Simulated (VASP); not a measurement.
## Zn2B: single point with PBE

Zn2B:

```xyz
3
Lattice="0.0000 2.6457 2.6457 2.6457 0.0000 2.6457 2.6457 2.6457 0.0000" Properties=species:S:1:pos:R:3 pbc="T T T"
Zn    1.3229    1.3229    1.3229
Zn    3.9686    3.9686    3.9686
B     2.6457    2.6457    2.6457
```

The cell was built by a generator and needn't be a form met in nature.

| Quantity | Value |
| --- | --- |
| Program | VASP 6.6.1 |
| Task | single point |
| Functional | PBE |
| Potentials or basis | VASP PAW PBE potentials, release 64 (Zn, B) |
| Cutoff | 520 eV |
| k mesh | 9 × 9 × 9 |
| Occupations | fermi-dirac, width 0.05 eV |
| Spin | no spin polarisation |

```
Pressure               : 0.7 GPa
Band gap on the k mesh : none (metal or under the smearing width)
```

Levels at points of the mesh, in eV from the Fermi level:
```
           k point  band 12  band 13  band 14  band 15  band 16  band 17
(0.00, 0.00, 0.00)     2.13     2.13     2.13     4.44     4.44     4.44
```

Wall time 19 s on 1 thread of Intel(R) Xeon(R) Platinum 8488C (Sapphire Rapids) (shared host), peak memory 0.16 GiB.
